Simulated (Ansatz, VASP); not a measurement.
## Si14H2O29 in two plane-wave programs

One calculation is typed for both programs; each brings its own data sets. How far apart do they land? The structure shown is the start of the Ansatz relaxation below; VASP solves that cell, so the two are compared at the walk's first step.

Calculated with Ansatz 0.2.0; plane waves, with VASP 6.6.1 beside it; single point at PBE with D3(BJ).

**1. The starting structure**

The cell holds 45 atoms: 14 Si, 2 H and 29 O. Its edges and angles: a = 8.787 Å, b = 8.787 Å, c = 8.787 Å, α = 90.0°, β = 90.0°, γ = 90.0°.

**2. Ansatz: relaxation, PBE with D3(BJ)**

Ansatz runs on its PAW soft_1 files.

The two programs are compared at the cell with which this relaxation starts, whose forces are those of its first step.

Input file input.yaml:

```yaml
crystal:
  lattice:
    - [8.7867794563, 0.0, 0.0]
    - [0.0, 8.7867794563, 0.0]
    - [0.0, 0.0, 8.7867794563]
  atoms:
    - { symbol: Si, position: [0.607045, 0.120614, 0.972509] }
    - { symbol: Si, position: [0.589879, 0.261589, 0.632133] }
    - { symbol: Si, position: [0.148542, 0.711885, 0.991315] }
    - { symbol: Si, position: [0.558957, 0.442755, 0.110731] }
    - { symbol: Si, position: [0.658456, 0.723701, 0.295299] }
    - { symbol: Si, position: [0.198414, 0.393037, 0.108859] }
    - { symbol: Si, position: [0.158195, 0.599604, 0.644943] }
    - { symbol: Si, position: [0.899039, 0.104219, 0.587444] }
    - { symbol: Si, position: [0.104985, 0.114316, 0.293351] }
    - { symbol: Si, position: [0.381985, 0.91844, 0.169695] }
    - { symbol: Si, position: [0.879961, 0.920549, 0.079763] }
    - { symbol: Si, position: [0.027303, 0.326777, 0.814894] }
    - { symbol: Si, position: [0.725942, 0.528495, 0.823728] }
    - { symbol: Si, position: [0.839016, 0.755406, 0.602043] }
    - { symbol: H, position: [0.39789, 0.559192, 0.528466] }
    - { symbol: H, position: [0.353122, 0.332098, 0.501084] }
    - { symbol: O, position: [0.140392, 0.306253, 0.955014] }
    - { symbol: O, position: [0.754561, 0.014473, 0.987969] }
    - { symbol: O, position: [0.378401, 0.419079, 0.111629] }
    - { symbol: O, position: [0.449439, 0.284552, 0.531111] }
    - { symbol: O, position: [0.109677, 0.421212, 0.679141] }
    - { symbol: O, position: [0.150707, 0.288377, 0.248874] }
    - { symbol: O, position: [0.788952, 0.802929, 0.191823] }
    - { symbol: O, position: [0.879832, 0.431986, 0.861355] }
    - { symbol: O, position: [0.978873, 0.041124, 0.180451] }
    - { symbol: O, position: [0.962791, 0.177618, 0.740887] }
    - { symbol: O, position: [0.294515, 0.600289, 0.536457] }
    - { symbol: O, position: [0.629387, 0.275438, 0.07545] }
    - { symbol: O, position: [0.61351, 0.539513, 0.96308] }
    - { symbol: O, position: [0.642966, 0.433987, 0.688117] }
    - { symbol: O, position: [0.122559, 0.558139, 0.091066] }
    - { symbol: O, position: [0.860536, 0.931693, 0.607136] }
    - { symbol: O, position: [0.575696, 0.173034, 0.798036] }
    - { symbol: O, position: [0.003914, 0.677195, 0.58054] }
    - { symbol: O, position: [0.510415, 0.829347, 0.266321] }
    - { symbol: O, position: [0.61489, 0.54803, 0.249469] }
    - { symbol: O, position: [0.287995, 0.796931, 0.070607] }
    - { symbol: O, position: [0.467748, 0.031765, 0.05215] }
    - { symbol: O, position: [0.257298, 0.012785, 0.268628] }
    - { symbol: O, position: [0.721134, 0.718826, 0.465804] }
    - { symbol: O, position: [0.741001, 0.192406, 0.551366] }
    - { symbol: O, position: [0.003009, 0.82067, 0.991971] }
    - { symbol: O, position: [0.027761, 0.118335, 0.457335] }
    - { symbol: O, position: [0.772045, 0.687908, 0.756392] }
    - { symbol: O, position: [0.182415, 0.662427, 0.818039] }
  symmetry: { detect: false }
kpoints:
  mp_grid: { grid: [2, 2, 2] }
scf:
  occupations: { method: fermi_dirac, width: 0.05 }
hamiltonian:
  xc: pbe
  dispersion: d3bj
  pseudopotentials: { kind: paw, azcp: { folder: soft_1 } }
output:
  forces: true
  stress: true
relax:
  f_tol: 0.04
  max_steps: 150
  escape_saddle: false
  cell: { stress_tol: 0.4, fix: [] }
```

Run with:

```
ansatz run input.yaml --threads 4 --pin off --max-ram 16384MiB --backend cpu --events-out ev --progress --plain --runs-dir out
```

Numbers of over 12 decimals in the logs are rounded to 6 here.

The log of the run:

```text
Engine: ansatz 0.2.0, aarch64-unknown-linux-gnu
Pseudopotentials: kind: paw
Pseudopotential: Si, paw, valence charge 4, recommended cutoff 420 eV (normal), soft_1/Si.paw.azcp
Pseudopotential: H, paw, valence charge 1, recommended cutoff 420 eV (normal), soft_1/H.paw.azcp
Pseudopotential: O, paw, valence charge 6, recommended cutoff 420 eV (normal), soft_1/O.paw.azcp
Functional definition: PBE
  parameter kappa = 0.804
  parameter beta = 0.066725
  exchange = pbe_x(kappa = kappa, mu = beta*pi^2/3)
  correlation = pbe_c(beta = beta)
Crystal: 45 atoms, lattice volume = 678.405 Å³
Basis set: ecut = 420 eV, 13205 PW (Γ), exchange–correlation on 120×120×120 points (8 copies of the dense FFT grid, shifted against one another)
Bands: 161, of which v1, the nominal top of the filled ones, is band 116 counted from 1 (115 counted from 0)
Symmetry: 1 space group operations
k-points: 8
Non-local potential: Si, projectors of the file, l = 0: 2, l = 1: 2, l = 2: 1
Non-local potential: H, projectors of the file, l = 0: 2, l = 1: 1
Non-local potential: O, projectors of the file, l = 0: 2, l = 1: 2, l = 2: 1
PAW form: soft (Blöchl's): semilocal exchange-correlation on the pseudo side does not see the compensation charge
PAW one-centre angular grid: Si, 110 points (default); XC on 64 Gauss nodes
PAW one-centre angular grid: H, 110 points (default); XC on 64 Gauss nodes
PAW one-centre angular grid: O, 110 points (default); XC on 64 Gauss nodes
Initial density: superposition of atomic densities (chi_scale 0.1, normalization cell, long waves kept (reshape's long-wave potential 0.03 eV rms))
Initial wavefunctions: pseudopotential atomic-orbital guess
Functional: x = pbe(κ = 0.804, μ = 0.219515), c = pbe(β = 0.066725)
SCF iter   1: F=—  HF=-25465.690594 eV  |F-HF|=—  |Δ(HF+E_count)|=         —  Δρ=1.25e-1  dr2=9.57e1  ethr=3.10e-3  ⟨swp⟩=6.0  Hψ=5792  notcnv=0  defer=201
preconditioner: auto → Resta (q_TF=auto, 2.282 Å⁻¹)  ε∞=2.4  [insulator: Δε(μ)=7.207 eV  Ē_g=18.067 eV  σ=0.050 eV  W_gap=1.00  n_scr=146 (ndim 8)  ℏωp=21.7 eV  f_vac=0.175  D(μ)=0.00/eV (n_scr^D=0)  ε∞_Penn≈2.4]
SCF iter   2: F=—  HF=-25438.752293 eV  |F-HF|=—  |Δ(HF+E_count)|=    2.69e1  Δρ=4.16e-2  dr2=5.07e0  ethr=3.10e-3  ⟨swp⟩=3.4  Hψ=3192  notcnv=0  defer=316
SCF iter   3: F=—  HF=-25438.198237 eV  |F-HF|=—  |Δ(HF+E_count)|=   5.54e-1  Δρ=1.98e-2  dr2=1.60e0  ethr=2.19e-3  ⟨swp⟩=2.0  Hψ=1404  notcnv=0  defer=316
SCF iter   4: F=—  HF=-25438.182153 eV  |F-HF|=—  |Δ(HF+E_count)|=   1.61e-2  Δρ=2.43e-3  dr2=3.33e-2  ethr=6.89e-4  ⟨swp⟩=3.6  Hψ=2010  notcnv=0  defer=316
SCF iter   5: F=—  HF=-25438.193506 eV  |F-HF|=—  |Δ(HF+E_count)|=   1.14e-2  Δρ=1.69e-3  dr2=1.44e-2  ethr=1.43e-5  ⟨swp⟩=2.1  Hψ=1945  notcnv=0  defer=316
SCF iter   6: F=—  HF=-25438.192835 eV  |F-HF|=—  |Δ(HF+E_count)|=   6.71e-4  Δρ=2.75e-4  dr2=5.61e-4  ethr=6.19e-6  ⟨swp⟩=2.0  Hψ=2182  notcnv=0  defer=316
SCF iter   7: F=—  HF=-25438.192845 eV  |F-HF|=—  |Δ(HF+E_count)|=   1.05e-5  Δρ=1.23e-4  dr2=9.05e-5  ethr=2.42e-7  ⟨swp⟩=2.0  Hψ=1922  notcnv=0  defer=316
SCF iter   8: F=—  HF=-25438.192455 eV  |F-HF|=—  |Δ(HF+E_count)|=   3.90e-4  Δρ=6.93e-5  dr2=2.50e-5  ethr=3.90e-8  ⟨swp⟩=2.0  Hψ=1929  notcnv=0  defer=316
SCF iter   9: F=—  HF=-25438.192442 eV  |F-HF|=—  |Δ(HF+E_count)|=   1.37e-5  Δρ=1.07e-5  dr2=1.17e-6  ethr=1.08e-8  ⟨swp⟩=2.0  Hψ=1692  notcnv=0  defer=316
SCF iter  10: F=—  HF=-25438.192440 eV  |F-HF|=—  |Δ(HF+E_count)|=   2.02e-6  Δρ=6.82e-6  dr2=2.52e-7  ethr=5.03e-10  ⟨swp⟩=2.2  Hψ=1902  notcnv=0  defer=316
SCF iter  11: F=-25438.192439 eV  HF=-25438.192439 eV  |F-HF|=1.81e-8  |Δ(HF+E_count)|=   1.64e-7  Δρ=2.14e-6  dr2=2.82e-8  ethr=4.31e-11  ⟨swp⟩=5.0  Hψ=4699  notcnv=0
SCF 1 converged in 11 iterations: F = -25438.192439 eV  dr2 = 2.82e-8
  greatest PAW one-centre occupation: 0.864 electrons in one spin orbital (limit 2), on the O atom at site 31 (counted from 0), in its partial waves of l = 0
relax step   1: F+E_penalty+E_count = -25438.19243935 eV  Δ(F+E_penalty+E_count) = +0.000e0 eV  max|allowed force component| = 3.342e0 eV/Å  Δτ_max = 0.0000 Å  P = +2.955 GPa  Ω = 678.405 Å³  (11 SCF iters, dr2 threshold 1.00e-7 eV, accepted)
Crystal: 45 atoms, lattice volume = 680.886 Å³
Basis set: ecut = 420 eV, 13291 PW (Γ), exchange–correlation on 120×120×120 points (8 copies of the dense FFT grid, shifted against one another)
Initial density: handed on by an earlier stage of this run
Initial wavefunctions: those handed on with the density
iter 1 solved again at ethr=1.06e-4 eV; its pass at ethr=3.10e-3 eV (dr2=2.45e-1 eV) is discarded
SCF iter   1: F=—  HF=-25439.214087 eV  |F-HF|=—  |Δ(HF+E_count)|=         —  Δρ=7.74e-3  dr2=2.47e-1  ethr=1.06e-4  ⟨swp⟩=6.2  Hψ=7471  notcnv=0  defer=1
[...]
SCF 9 converged in 4 iterations: F = -25440.916280 eV  dr2 = 1.83e-8
relax step   9: F+E_penalty+E_count = -25440.91628011 eV  Δ(F+E_penalty+E_count) = +4.595e-3 eV  max|allowed force component| = 3.408e-2 eV/Å  Δτ_max = 0.0000 Å  P = -0.026 GPa  Ω = 660.001 Å³  stress off target by 1.84e-1 GPa  SCF on the basis re-selected at this cell (its energy is not comparable with the rows above)  (4 SCF iters)
[...]
SCF converged after 4 iterations
Free energy (F): -25440.916280 eV
Harris-Foulkes:  -25440.916280 eV  (|F-HF|=2.90e-8)
Internal energy: -25440.916280 eV  (E = F + TS)
E sigma→0 (E₀):  -25440.916280 eV
Fermi energy:    3.530622 eV
--- Per-component energies (eV) ---
  E_band       = -1417.498231
  E_kinetic    = 5629.111378
  E_local      = -17979.882220  (includes V_loc(G=0)·N_el)
  E_nonlocal   = 1825.136749
  E_hartree    = 6895.707528
  E_xc         = -2899.888156
  E_vxc        = -3361.695049  (∫ρ·V_xc dr)
  E_paw        = -11914.476051  (= ΣΔE_a)
  E_vpaw       = -1321.609533  (= ΣTr[D̂ρ^β])
  E_aug_tail   = 0.022134  (compensation charges beyond the density's cutoff)
  E_ewald      = -6991.550671
  E_disp       = -5.096972  (pairwise vdW)
  E_smearing   = -0.000000  (= −TS)
  E_closure    = -0.000000  (closes the sum)
  Σ components = -25440.916280   (vs F -25440.916280, Δ=0.00e0)
--- Forces (eV/Å), atoms counted from 1 ---
  atom   1  Si     0.01484076     0.01534837     0.00689105
  atom   2  Si     0.01858139    -0.00178551     0.00252599
  atom   3  Si    -0.00558760    -0.00790758     0.00730002
  atom   4  Si     0.00919941    -0.00621407     0.00775109
  atom   5  Si     0.00607312    -0.00591319    -0.00987344
  atom   6  Si    -0.00112179     0.00479527     0.01147382
  atom   7  Si     0.00172739     0.00017701    -0.02802322
  atom   8  Si    -0.00273409     0.00368827    -0.00041519
  atom   9  Si    -0.01577978     0.00940953    -0.00138456
  atom  10  Si     0.00408457    -0.00925036    -0.00546868
  atom  11  Si    -0.00406559    -0.00337787     0.01250575
  atom  12  Si     0.00750902     0.00430388    -0.01700047
  atom  13  Si     0.00880517    -0.03407855     0.01240865
  atom  14  Si     0.03214823    -0.01485549    -0.02416481
  atom  15  H      0.01880650    -0.00608040     0.00549888
  atom  16  H     -0.00385217     0.00060038     0.00536811
  atom  17  O      0.00344768    -0.00589162     0.00080448
  atom  18  O     -0.00285473    -0.00098740    -0.00237253
  atom  19  O     -0.00916355    -0.00339613    -0.00378730
  atom  20  O      0.01284704    -0.01269046     0.00406788
  atom  21  O     -0.00130092     0.00007254     0.01542539
  atom  22  O      0.00218225    -0.00887081     0.00568931
  atom  23  O      0.00219921     0.00064082    -0.00107400
  atom  24  O      0.00375031     0.01101894    -0.00484072
[...]
atom  38  O     -0.00867925    -0.00174657     0.00513422
  atom  39  O      0.00701660     0.00105244     0.00168448
  atom  40  O     -0.00530826     0.00154967     0.00699411
  atom  41  O     -0.02070149     0.00528743     0.00160981
  atom  42  O      0.00162848    -0.00211662    -0.00473949
  atom  43  O      0.00810136    -0.00133354    -0.00106420
  atom  44  O     -0.01586210     0.01066372     0.00973713
  atom  45  O      0.00099619     0.00122084     0.01264728
  max |Σ_I F_I| component: 2.13e-5 eV/Å
--- Stress (GPa, compression-positive) ---
       -0.168285       0.046893       0.004535
        0.046889      -0.044262       0.000868
        0.004532       0.000870       0.133905
  P = ⅓ Tr σ = -0.0262 GPa (-0.262 kbar)
--- Relaxed structure (8 steps of the walk, 8 accepted, 1 SCFs on fresh bases) ---
  F+E_penalty+E_count = -25440.91628011 eV   max|allowed force component| = 3.408e-2 eV/Å   (the final SCF, on the basis selected at the relaxed cell)
  cell:  # Å, volume = 660.0014 Å³
    - [8.365416, 0.132549, -0.00082646]
    - [0.132549, 8.714750, 0.017841]
    - [-0.00082646, 0.017841, 9.055425]
  atoms:
    - { symbol: Si, position: [0.598452, 0.131193, 0.984899] }
    - { symbol: Si, position: [0.573629, 0.260918, 0.654463] }
    - { symbol: Si, position: [0.156457, 0.716503, 0.985724] }
    - { symbol: Si, position: [0.566515, 0.450806, 0.095668] }
    - { symbol: Si, position: [0.665774, 0.719772, 0.286148] }
    - { symbol: Si, position: [0.187085, 0.396143, 0.093852] }
    - { symbol: Si, position: [0.179895, 0.593151, 0.654893] }
    - { symbol: Si, position: [0.902984, 0.106553, 0.586305] }
    - { symbol: Si, position: [0.089037, 0.125189, 0.285536] }
    - { symbol: Si, position: [0.377701, 0.923461, 0.173425] }
    - { symbol: Si, position: [0.877281, 0.922685, 0.081782] }
    - { symbol: Si, position: [0.037585, 0.321361, 0.801372] }
    - { symbol: Si, position: [0.713725, 0.528722, 0.803487] }
    - { symbol: Si, position: [0.847898, 0.746772, 0.587557] }
    - { symbol: H, position: [0.434699, 0.571402, 0.582446] }
    - { symbol: H, position: [0.318483, 0.280296, 0.580298] }
    - { symbol: O, position: [0.140267, 0.293323, 0.950826] }
    - { symbol: O, position: [0.742512, 0.00307172, 0.976245] }
    - { symbol: O, position: [0.376831, 0.423287, 0.097905] }
    - { symbol: O, position: [0.421351, 0.235861, 0.548135] }
    - { symbol: O, position: [0.149979, 0.407808, 0.679798] }
    - { symbol: O, position: [0.132206, 0.299984, 0.237628] }
    - { symbol: O, position: [0.806883, 0.785882, 0.182682] }
    - { symbol: O, position: [0.874452, 0.422716, 0.833307] }
    - { symbol: O, position: [0.947997, 0.057687, 0.183576] }
    - { symbol: O, position: [0.991596, 0.155036, 0.738738] }
    - { symbol: O, position: [0.332552, 0.616408, 0.548514] }
    - { symbol: O, position: [0.654520, 0.281217, 0.079417] }
    - { symbol: O, position: [0.614306, 0.556958, 0.954440] }
    - { symbol: O, position: [0.596642, 0.446332, 0.683774] }
    - { symbol: O, position: [0.098978, 0.565869, 0.079464] }
    - { symbol: O, position: [0.866811, 0.928116, 0.595034] }
    - { symbol: O, position: [0.552253, 0.180018, 0.816347] }
    - { symbol: O, position: [0.023864, 0.664798, 0.569069] }
    - { symbol: O, position: [0.514196, 0.841814, 0.277900] }
    - { symbol: O, position: [0.620335, 0.545178, 0.240368] }
    - { symbol: O, position: [0.307944, 0.789437, 0.068856] }
    - { symbol: O, position: [0.446142, 0.057190, 0.066539] }
    - { symbol: O, position: [0.242133, 0.00509409, 0.278205] }
    - { symbol: O, position: [0.730629, 0.702370, 0.453719] }
    - { symbol: O, position: [0.732919, 0.199855, 0.566758] }
    - { symbol: O, position: [0.012243, 0.844486, 0.975476] }
    - { symbol: O, position: [0.024772, 0.141969, 0.453132] }
    - { symbol: O, position: [0.763205, 0.694099, 0.740644] }
    - { symbol: O, position: [0.205431, 0.668208, 0.818123] }
```

Reading the cycles: dr2 is the Hartree energy of the density residual (eV), the measure of convergence; HF is the Harris–Foulkes estimate of the energy, which meets the free energy F at convergence.

(Part 1 of 2 ends here.)

[Lines on the potential files, build, host, timing and source positions are cut from VASP's logs without a mark.]

[Logs are printed without paths, hosts, clocks, repeated set-up lines and the standing remarks that a program may print on its own settings, such as how far it seeks lower states.]

[Hosts, paths, dates, database ids (printed as entryN), source tags and the programs' standing remarks are cut or masked in the printed files.]
